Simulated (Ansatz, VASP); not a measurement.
# Hf16In14O53 (amorphous 30In2O3-70HfO2 (mol %)): VASP beside Ansatz, part 3 of 3

Wanted: the spread between two codes on one cell, functional and k mesh. Of the first pair: The structure shown is the start of the Ansatz relaxation below; VASP solves that cell, so the two are compared at the walk's first step.

VASP 6.6.1 and Ansatz 0.2.0.

So far. Step 4 (Comparison): The forces differ by 71 meV/Å r.m.s., which is 12.2 % of the r.m.s. force of 0.577 eV/Å (both taken over all components).

### 6. VASP: single point, revPBE, relaxed cell, pair 2

Level of this step: revPBE; plane waves and PAW (In_d, Hf_pv, O) (VASP).

The same cell, functional, mesh and smearing now go to VASP, with its own data sets.

Contents of INCAR:

```
SYSTEM = Hf16In14O53
PREC = Accurate
ENCUT = 600
EDIFF = 1E-06
NELM = 120
ISMEAR = 0
SIGMA = 0.025
LREAL = Auto
ALGO = Normal
GGA = RE
NBANDS = 392
LASPH = .TRUE.
LORBIT = 11
LWAVE = .FALSE.
LCHARG = .FALSE.
ISIF = 2
GGA_COMPAT = .FALSE.
EFERMI = MIDGAP
NCORE = 2
```

Contents of POSCAR:

```
Hf16In14O53
1.0
   10.3117920000      0.0231050000     -0.1041780000
    0.0231050000     10.1609020000     -0.0211390000
   -0.1041780000     -0.0211390000     10.6918760000
In Hf O
14 16 53
Direct
    0.2935500000      0.6800900000      0.8125600000
    0.4179200000      0.3038600000      0.7217700000
    0.3040300000      0.6593400000      0.2491000000
    0.7716000000      0.7206800000      0.8412100000
    0.0377200000      0.8794600000      0.3471100000
    0.9524600000      0.2099500000      0.8917100000
    0.0589500000      0.1921900000      0.1892300000
    0.1142600000      0.4543200000      0.3836000000
    0.2465400000      0.0591600000      0.8932300000
    0.9862400000      0.9113800000      0.0377300000
    0.2665400000      0.4041500000      0.9775900000
    0.5111100000      0.5537200000      0.5253300000
    0.5668500000      0.1079900000      0.4588700000
    0.6531200000      0.7423600000      0.3249000000
    0.6392500000      0.9843000000      0.7128300000
    0.7510300000      0.4004100000      0.7666200000
    0.0557700000      0.5091600000      0.7525100000
    0.5757500000      0.1839200000      0.9894200000
    0.3301400000      0.0378500000      0.2189400000
    0.4875000000      0.8438500000      0.0125600000
    0.2166300000      0.1258500000      0.5523700000
    0.3452700000      0.8301200000      0.5156100000
    0.8672000000      0.6123600000      0.5145400000
    0.5765600000      0.5258700000      0.0418100000
    0.9707600000      0.5465900000      0.0739400000
    0.0179500000      0.8887500000      0.6781600000
    0.4258700000      0.3472700000      0.2749300000
    0.7762600000      0.0389200000      0.2268600000
    0.8990300000      0.2073300000      0.5049400000
    0.7625200000      0.4089900000      0.2837600000
    0.8864500000      0.8689300000      0.2089400000
    0.6477600000      0.0189900000      0.0774100000
    0.2514500000      0.4550400000      0.7659700000
    0.5992600000      0.7075100000      0.1280300000
    0.4007100000      0.2258800000      0.5320000000
    0.7567800000      0.2092200000      0.3358800000
    0.9408300000      0.4306500000      0.9080100000
    0.9143000000      0.7215600000      0.9889500000
    0.6684000000      0.9451300000      0.3507800000
    0.6723200000      0.5419900000      0.8789400000
    0.4588200000      0.7135200000      0.3864400000
    0.5811000000      0.4430500000      0.3621100000
    0.0419200000      0.9986600000      0.8633200000
    0.1057400000      0.5926100000      0.2172900000
    0.1438200000      0.2324800000      0.9835100000
    0.9032200000      0.1136000000      0.0723500000
    0.0896600000      0.7106400000      0.7537200000
    0.5899400000      0.3310100000      0.1336400000
    0.7369000000      0.2494500000      0.8911200000
    0.5857400000      0.4073900000      0.6590600000
    0.2161500000      0.9234100000      0.6288100000
    0.3859400000      0.4893400000      0.1375200000
    0.5342000000      0.1161800000      0.8053900000
    0.1400400000      0.5637500000      0.9609000000
    0.3227800000      0.8684000000      0.8973100000
    0.2934800000      0.0123300000      0.4077500000
    0.8540200000      0.5739600000      0.7114200000
    0.3815000000      0.6778200000      0.6336000000
    0.2569900000      0.2396200000      0.2260900000
    0.3760900000      0.8480800000      0.1736400000
    0.8258800000      0.8912300000      0.7351700000
    0.8172400000      0.6093600000      0.3284900000
    0.0168700000      0.0698800000      0.5977000000
    0.9519900000      0.7985300000      0.5147000000
    0.7739600000      0.5003700000      0.1102700000
    0.4566800000      0.3469300000      0.9215600000
    0.0990400000      0.2653000000      0.4700300000
    0.4417600000      0.6541700000      0.9509000000
    0.4031700000      0.0737400000      0.0341900000
    0.7288100000      0.1207000000      0.5897800000
    0.2004200000      0.7674900000      0.3929000000
    0.2542500000      0.1757600000      0.7346100000
    0.3188300000      0.4756400000      0.3850900000
    0.9598700000      0.0782000000      0.3459600000
    0.0544800000      0.5334300000      0.5589200000
    0.9702000000      0.3779200000      0.2260600000
    0.9230700000      0.3050300000      0.7005500000
    0.6803200000      0.6727600000      0.5335400000
    0.5091300000      0.9410600000      0.5782100000
    0.6117200000      0.8516800000      0.8576200000
    0.8445000000      0.4037500000      0.4704500000
    0.1402800000      0.9872700000      0.1615300000
    0.4862600000      0.1501500000      0.2840500000
```

Contents of KPOINTS:

```
Automatic mesh
0
Gamma
1 1 1
0 0 0
```

The projector-augmented-wave data sets are In_d, Hf_pv and O (PBE family, release 64).

The run is started by

```sh
$ mpirun -np 8 vasp_gam
```

Numbers of over 12 decimals in the logs are rounded to 6 here.

What it wrote:

```text
[banner, memory and clock lines left out]
running    8 mpi-ranks, on    1 nodes
[...]
[... a notice as in an earlier step ...]

 LDA part: xc-table for (Slater+PW92), standard interpolation
 POSCAR, INCAR and KPOINTS ok, starting setup
[...]
entering main loop
       N       E                     dE             d eps       ncg     rms          rms(c)
DAV:   1     0.148684575680E+05    0.14868E+05   -0.34319E+05   784   0.248E+03
DAV:   2     0.266814318411E+04   -0.12200E+05   -0.11691E+05   856   0.766E+02
DAV:   3    -0.274170737294E+03   -0.29423E+04   -0.27105E+04   816   0.319E+02
DAV:   4    -0.749770009968E+03   -0.47560E+03   -0.46559E+03  1064   0.126E+02
[...]
DAV:  17    -0.640085977020E+03   -0.36086E-04   -0.13503E-04  1072   0.270E-02    0.239E-02
DAV:  18    -0.640085978349E+03   -0.13292E-05   -0.25530E-05  1064   0.127E-02    0.119E-02
DAV:  19    -0.640085977852E+03    0.49628E-06   -0.39173E-06   736   0.566E-03
   1 F= -.64008598E+03 E0= -.64008598E+03  d E =0.000000E+00
```

OUTCAR, selected parts (step 6):

```text
  FREE ENERGIE OF THE ION-ELECTRON SYSTEM (eV)
  ---------------------------------------------------
  free  energy   TOTEN  =      -640.0859778524 eV

  energy  without entropy=     -640.0859778524  energy(sigma->0) =     -640.08597785

[... 1 part as in an earlier step ...]
```

The run ends at a pressure of -1.50 GPa, with forces up to 0.20 eV/Å.

### 7. Side by side

What differs besides the data sets and the points named for the pairs above, as far as they apply: the data sets hold 916 valence electrons in Ansatz (on its PAW soft_1 files) and 660 in VASP; the cutoff is 420 eV in Ansatz and 600 eV in VASP (PREC = Accurate, projectors in real space). Total energies have different zeros and are not compared.

The two programs side by side:

| quantity | Ansatz | VASP | difference |
| --- | --- | --- | --- |
| pressure (GPa) | 0.00 | -1.50 | +1.50 |
| gap on the k mesh (eV) | 2.048 | 2.034 | +0.015 |

Forces on 7 of the 83 atoms, those with the largest forces and the largest differences (eV/Å; atoms numbered as in POSCAR):

| atom | Ansatz x, y, z | VASP x, y, z |
| --- | --- | --- |
| O39 | 0.001, 0.001, -0.003 | 0.104, 0.118, -0.114 |
| O42 | 0.000, -0.002, -0.005 | 0.024, -0.110, -0.159 |
| O59 | -0.001, 0.002, 0.000 | 0.190, -0.029, 0.031 |
| O68 | 0.003, -0.002, -0.002 | 0.148, 0.029, 0.134 |
| O75 | -0.002, -0.001, 0.001 | -0.137, 0.045, 0.142 |
| O78 | -0.003, 0.000, 0.006 | 0.196, -0.026, -0.001 |
| O83 | 0.002, 0.001, 0.005 | -0.172, 0.061, -0.090 |

The forces differ by 73 meV/Å r.m.s., where the r.m.s. force is 0.003 eV/Å in Ansatz and 0.073 eV/Å in VASP: the atoms lie near their places of rest in Ansatz, so a percentage would say little (all taken over all components). A gap on the mesh is an upper bound, since the band edges may lie between its points; neither run holds spin-orbit coupling, which can move the band edges of a compound of Hf.

### 8. Summary of results

| Quantity | Value |
| --- | --- |
| r.m.s. force difference (single point, revPBE, start cell, pair 1) | 12 % of the r.m.s. force |
| r.m.s. force difference (single point, revPBE, relaxed cell, pair 2) | 73 meV/Å |
| difference in pressure (single point, revPBE, relaxed cell, pair 2) | 1.5 GPa |

In words: The r.m.s. force difference is 73 meV/Å (single point, revPBE, relaxed cell, pair 2), beyond the 12 meV/Å picked in this series as the mark of a large difference. The data sets hold unlike numbers of valence electrons (916 in Ansatz and 660 in VASP), so part of the differences comes from the potentials. What causes the difference of the single point, revPBE, start cell, pair 1 pair stays open here. By the marks of this series, far apart in the single point, revPBE, relaxed cell, pair 2 pair: the r.m.s. force difference, 73 meV/Å and the difference in pressure, 1.5 GPa. What causes the difference of the single point, revPBE, relaxed cell, pair 2 pair stays open here. How closely two codes agree says nothing of how well the functional describes the real material.

[Lines on the potential files, build, host, timing and source positions are cut from VASP's logs without a mark.]

[Logs are printed without paths, hosts, clocks, repeated set-up lines and the standing remarks that a program may print on its own settings, such as how far it seeks lower states.]

[Hosts, paths, dates, database ids (printed as entryN), source tags and the programs' standing remarks are cut or masked in the printed files.]
